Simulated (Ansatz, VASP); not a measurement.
**SiB6: VASP beside Ansatz**

The input INCAR:

```
SYSTEM = SiB6
ALGO = Normal
EDIFF = 1E-6
EDIFFG = -0.08
ENCUT = 600
GGA = PE
IBRION = 2
ISIF = 3
ISMEAR = 0
LASPH = .True.
LCHARG = .False.
LREAL = .False.
LWAVE = .False.
NELM = 80
NSW = 36
PREC = Accurate
SIGMA = 0.2
```

The input KPOINTS:

```
k-points
0
Gamma
  4 4 4
  0 0 0
```

POSCAR

```
SiB6
1.0
    4.1223067900      0.0000000000      0.0000000000
    0.0000000000      4.1223067900      0.0000000000
    0.0000000000      0.0000000000      4.1223067900
Si B
1 6
Direct
    0.0000000000      0.0000000000      0.0000000000
    0.8448259000      0.5000000000      0.5000000000
    0.1551741000      0.5000000000      0.5000000000
    0.5000000000      0.8448259000      0.5000000000
    0.5000000000      0.1551741000      0.5000000000
    0.5000000000      0.5000000000      0.8448259000
    0.5000000000      0.5000000000      0.1551741000
```

Input for Ansatz:

```yaml
crystal:
  lattice:
    - [4.12230679, 0.0, 0.0]
    - [0.0, 4.12230679, 0.0]
    - [0.0, 0.0, 4.12230679]
  atoms:
    - { symbol: Si, position: [0.0, 0.0, 0.0] }
    - { symbol: B, position: [0.8448259, 0.5, 0.5] }
    - { symbol: B, position: [0.1551741, 0.5, 0.5] }
    - { symbol: B, position: [0.5, 0.8448259, 0.5] }
    - { symbol: B, position: [0.5, 0.1551741, 0.5] }
    - { symbol: B, position: [0.5, 0.5, 0.8448259] }
    - { symbol: B, position: [0.5, 0.5, 0.1551741] }
basis:
  ecutwfc: 420
kpoints:
  mp_grid: { grid: [4, 4, 4] }
hamiltonian:
  xc: pbe
scf:
  occupations: { method: gaussian, width: 0.2 }
  lower_state_search: "off"
output:
  forces: true
  stress: true
  eigenvalues: true
relax:
  adjacent_minimum: "off"
  f_tol: 0.08
  max_steps: 16
  cell: { stress_tol: 0.8 }
```

Alike in both runs: task relaxation of cell and atoms; functional PBE; k mesh 4 × 4 × 4; occupations gaussian, width 0.2 eV; no spin polarisation.

```csv
,VASP,Ansatz
version,VASP 6.6.1,Ansatz 0.2.0
potentials or method,"VASP PAW PBE potentials, release 64 (Si, B)","scalar-relativistic, plane waves, PAW"
plane-wave cutoff (eV),600,420
valence electrons in the cell,22,22
```

Ansatz gave:

- gap on the k mesh at the Fermi level, each at its own relaxed structure (eV): 0.07
- relaxed volume (Å³/atom): 10.09
- relaxed cell length with the largest relative difference (Å): 4.133
- energy change over the relaxation (meV/atom): -1235

Q: Which values does VASP return?

A: gap on the k mesh at the Fermi level, each at its own relaxed structure (eV): 0.08; relaxed volume (Å³/atom): 10.05; relaxed cell length with the largest relative difference (Å): 4.128; energy change over the relaxation (meV/atom): -1238.
